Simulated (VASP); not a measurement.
Level of theory: PBE GGA, VASP's PBE PAW potentials (set 64) (plane waves; VASP 6.6.1).

VASP ran on this input.

### INCAR
```
# general
SYSTEM   =  HfO2
PREC     =  Accurate
ENCUT    =  600   # plane-wave cut-off (eV)
LREAL    =  .FALSE.
LASPH    =  .TRUE.   # aspherical one-centre terms

# electronic loop
EDIFF    =  1E-7   # SCF stop (eV)
NELM     =  100
ALGO     =  Normal   # blocked Davidson
LMAXMIX  =  6   # l cut-off of mixed one-centre charges

# smearing
ISMEAR   =  0   # Gaussian
SIGMA    =  0.05   # width (eV)

# functional
GGA      =  PE   # PBE

# ions
ISIF     =  2   # forces and stress, cell fixed

# output
LWAVE    =  .FALSE.
LCHARG   =  .FALSE.
```

### POSCAR
```
HfO2
2.5362110
  0.0000000000   0.9999998602   0.9999998602
  0.9999998602   0.0000000000   0.9999998602
  0.9999998602   0.9999998602   0.0000000000
Hf O
1 2
direct
  0.0000000000   0.0000000000   0.0000000000
  0.2500000000   0.2500000000   0.2500000000
  0.7500000000   0.7500000000   0.7500000000
```

### KPOINTS
```
Regular mesh
0
gamma
8 8 8
0 0 0
```

POTCAR, in this order: Hf_pv O (PBE.64 set). Program: vasp_std.

Unless said otherwise, spin-orbit coupling is left out, though it shifts the bands of the heavy elements here.

### Question
Estimate the energy per atom (σ→0), band gap (on the k-mesh).

### Answer

```json
{
  "energy per atom (σ→0)": "-10.085 eV/atom",
  "band gap (on the k-mesh)": "3.80 eV"
}
```

File OSZICAR:
```
...
DAV:   9    -0.302536506109E+02    0.11550E-01   -0.45184E-02  1059   0.194E+00    0.169E+00
DAV:  10    -0.302537137663E+02   -0.63155E-04   -0.47163E-03  1128   0.544E-01    0.309E-01
DAV:  11    -0.302536822557E+02    0.31511E-04   -0.30594E-04  1052   0.148E-01    0.221E-01
DAV:  12    -0.302536934887E+02   -0.11233E-04   -0.54249E-05  1172   0.561E-02    0.568E-02
DAV:  13    -0.302536944147E+02   -0.92592E-06   -0.22539E-06  1103   0.119E-02    0.168E-02
DAV:  14    -0.302536946043E+02   -0.18959E-06   -0.65674E-07   996   0.622E-03    0.132E-03
DAV:  15    -0.302536945872E+02    0.17038E-07   -0.45187E-08   666   0.182E-03
   1 F= -.30253695E+02 E0= -.30253695E+02  d E =-.435386E-15
```

The compound is HfO2 in the fluorite structure, the high-temperature cubic form, which is unstable at 0 K; the monoclinic form is the stable one. It was relaxed first.
